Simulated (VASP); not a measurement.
Given:

```
BiB
1.0
    3.27459     0.00000     0.00000
   -1.63730     2.83586     0.00000
    0.00000     0.00000     5.85599
B Bi
2 2
Direct
  0.00000   0.00000   0.00000
  0.00000   0.00000   0.50000
  0.33333   0.66667   0.25000
  0.66667   0.33333   0.75000
```

Computed with PBEsol GGA, VASP's PBE PAW potentials (set 64) (plane waves; VASP 6.6.1). Numerical set-up: 620 eV cut-off, 11×11×5 Γ-centred mesh, first-order Methfessel-Paxton smearing of 0.10 eV, potentials B Bi_d.

Q: The ions, cell shape and volume at an external pressure of 45.0 GPa are relaxed. Which structure does the run end with?

A: 
```
BiB
1.0
    3.29809     0.00000     0.00000
   -1.64904     2.85618     0.00000
    0.00000     0.00000     5.77929
B Bi
2 2
Direct
  0.00000   0.00000   0.00000
  0.00000   0.00000   0.50000
  0.33333   0.66667   0.25000
  0.66667   0.33333   0.75000
```
Space group P6_3/mmc (194), at a tolerance of 0.03 Å.

Q: How do energy and volume change from the first to the last step?

A: The energy (σ→0) changes by -5.8 meV/atom and the volume by +0.1 %, in 8 ionic steps.

The structure was generated: BBi was put into the NiAs type type (P6_3/mmc), which need not be its known phase. This run relaxes it under an external pressure of 45 GPa. Symmetry was kept, so distortions that lower it aren't found.
